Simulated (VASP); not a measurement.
These are vdW-DF2, VASP's PBE PAW potentials (set 64) (plane waves; VASP) values and carry that method's errors.

VASP input:

File KPOINTS:
```
Automatic mesh
0
Gamma
6 6 6
0 0 0
```

**POSCAR**
```
BaF2
1
    0.0000000000     3.0881704996     3.0881704996
    3.0881704996     0.0000000000     3.0881704996
    3.0881704996     3.0881704996    -0.0000000000
Ba F
1 2
Direct
  0.0000000000   1.0000000000   0.0000000000
  0.2500000000   0.2500000000   0.2500000000
  0.7500000000   0.7500000000   0.7500000000
```

INCAR:
```
# general
SYSTEM  =BaF2
PREC    =Accurate
ENCUT   =520
LREAL   =F
LASPH   =T

# electronic loop
EDIFF   =1E-6
NELM    =100
ALGO    =Normal
LMAXMIX =4

# smearing
ISMEAR  =0
SIGMA   =0.05

# functional
GGA     =ML
LUSE_VDW=T
AGGAC   =0.0
ZAB_VDW =-1.8867

# ions
IBRION  =2
NSW     =60
ISIF    =3
EDIFFG  =-0.02

# output
LWAVE   =F
LCHARG  =F
```

POTCAR, in this order: Ba_sv F (PBE.64 set). Program: vasp_std.

Q: What will the output report for the number of irreducible k-points (NKPTS), largest plane-wave count, number of space-group operations, FFT grid (NGX, NGY, NGZ)?

A: 
| Quantity | Result |
|---|---|
| number of irreducible k-points (NKPTS) | 16 |
| largest plane-wave count | 1600 |
| number of space-group operations | 48 |
| FFT grid (NGX, NGY, NGZ) | 32 × 32 × 32 |

The compound is BaF2 in the fluorite structure. This run relaxes it. Symmetry was kept, so distortions that lower it aren't found. The start is the result of an earlier pass.
